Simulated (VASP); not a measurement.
Computed with PBE GGA with D3 dispersion (zero damping), VASP's PBE PAW potentials (set 64) (plane waves; VASP 6.6.1).

VASP ran on this input.

File POSCAR:
```
C
2.5211340
  0.0000000000   0.7071069152   0.7071069152
  0.7071069152   0.0000000000   0.7071069152
  0.7071069152   0.7071069152   0.0000000000
C
2
Direct
  0.0000000000   0.0000000000   0.0000000000
  0.2500000000   0.2500000000   0.2500000000
```

### KPOINTS
```
k-points along high-symmetry lines
15
Line-mode
Reciprocal
  0.000000   0.000000   0.000000 ! GAMMA
  0.500000   0.000000   0.500000 ! X

  0.500000   0.000000   0.500000 ! X
  0.625000   0.250000   0.625000 ! U

  0.375000   0.375000   0.750000 ! K
  0.000000   0.000000   0.000000 ! GAMMA

  0.000000   0.000000   0.000000 ! GAMMA
  0.500000   0.500000   0.500000 ! L

  0.500000   0.500000   0.500000 ! L
  0.500000   0.250000   0.750000 ! W

  0.500000   0.250000   0.750000 ! W
  0.500000   0.000000   0.500000 ! X
```

**INCAR**
```
ALGO  =  Normal
EDIFF  =  1E-7
ENCUT  =  520
GGA  =  PE
ICHARG  =  11
ISMEAR  =  0
IVDW  =  11
LASPH  =  .TRUE.
LCHARG  =  .FALSE.
LORBIT  =  11
LREAL  =  .FALSE.
LWAVE  =  .FALSE.
NELM  =  100
PREC  =  Accurate
SIGMA  =  0.05
SYSTEM  =  C
```

POTCAR, in this order: C (PBE.64 set). Program: vasp_std. Read from the step before: CHGCAR.

What VASP printed:

File OSZICAR:
```
       N       E                     dE             d eps       ncg     rms          rms(c)
DAV:   1     0.375807260139E+01    0.37581E+01   -0.50321E+03  1496   0.979E+02
DAV:   2    -0.154588686734E+02   -0.19217E+02   -0.17646E+02  2320   0.108E+02
DAV:   3    -0.155698249874E+02   -0.11096E+00   -0.11096E+00  1560   0.111E+01
DAV:   4    -0.155699676012E+02   -0.14261E-03   -0.14261E-03  2072   0.404E-01
DAV:   5    -0.155699676688E+02   -0.67649E-07   -0.67641E-07  1512   0.584E-03
DAV:   6    -0.155699676690E+02   -0.15916E-09   -0.15814E-09  2096   0.232E-04
   1 F= -.15786778E+02 E0= -.15786778E+02  d E =-.159911E-11
```

**OUTCAR**
```
 val. band max:        9.7461396600   @ k =   0.0000   0.0000   0.0000

 cond. band min:      13.8778943814   @ k =   0.3571   0.0000   0.3571



 k-point     1 :       0.0000    0.0000    0.0000
  band No.  band energies     occupation
      1     -11.7461      2.00000
      2       9.7461      2.00000
      3       9.7461      2.00000
      4       9.7461      2.00000
      5      15.3390      0.00000
      6      15.3390      0.00000
      7      15.3390      0.00000
      8      23.1035      0.00000

 k-point     2 :       0.0357    0.0000    0.0357
  band No.  band energies     occupation
      1     -11.6990      2.00000
      2       9.5499      2.00000
      3       9.5499      2.00000
      4       9.6295      2.00000
      5      15.3012      0.00000
      6      15.5758      0.00000
      7      15.5758      0.00000
      8      23.1405      0.00000

 k-point     3 :       0.0714    0.0000    0.0714
  band No.  band energies     occupation
      1     -11.5575      2.00000
      2       9.0448      2.00000
      3       9.0448      2.00000
      4       9.2901      2.00000
      5      15.1928      0.00000
      6      16.2025      0.00000
      7      16.2025      0.00000
      8      23.2111      0.00000

 k-point     4 :       0.1071    0.0000    0.1071
  band No.  band energies     occupation
      1     -11.3221      2.00000
      2       8.3777      2.00000
      3       8.3777      2.00000
      4       8.7535      2.00000
      5      15.0274      0.00000
      6      17.0704      0.00000
      7      17.0704      0.00000
      8      23.1905      0.00000

 k-point     5 :       0.1429    0.0000    0.1429
  band No.  band energies     occupation
      1     -10.9936      2.00000
      2       7.6542      2.00000
      3       7.6542      2.00000
      4       8.0514      2.00000
      5      14.8241      0.00000
      6      18.0703      0.00000
      7      18.0703      0.00000
      8      22.8892      0.00000
...
```

The density is held fixed in this step, so its total energy and stress have no physical meaning.

The compound is C in the diamond structure. It was relaxed first.
